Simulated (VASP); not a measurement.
Consider the following.

```yaml
crystal:
  lattice:
    - [1.87119, -3.24100, 0.00000]
    - [1.87119, 3.24100, 0.00000]
    - [0.00000, 0.00000, 4.76405]
  atoms:
    - { symbol: Pt, position: [0.00000, 0.00000, 0.00000] }
    - { symbol: Se, position: [0.33333, 0.66667, 0.26540] }
    - { symbol: Se, position: [0.66667, 0.33333, 0.73460] }
```

Level of theory: LDA (Ceperley-Alder, Perdew-Zunger), VASP's LDA PAW potentials (set 64) (plane waves; VASP 6.6.1). Numerical set-up: 400 eV cut-off, 11×11×7 Γ-centred mesh, tetrahedra with Blöchl corrections, potentials Pt Se.

The cores are frozen, which limits the accuracy of field gradients.

Problem. Give the principal components of the electric field gradient (V/Å²) and the asymmetry η at each nucleus.

Solution. 
```csv
atom,Vxx,Vyy,Vzz,η
Pt1,-71.7,-71.7,143.4,0.00
Se2,17.4,17.4,-34.8,0.00
Se3,17.4,17.4,-34.8,0.00
```

The compound is PtSe2 in the 1T layered structure. It was relaxed first, which changed the volume by -6 %.
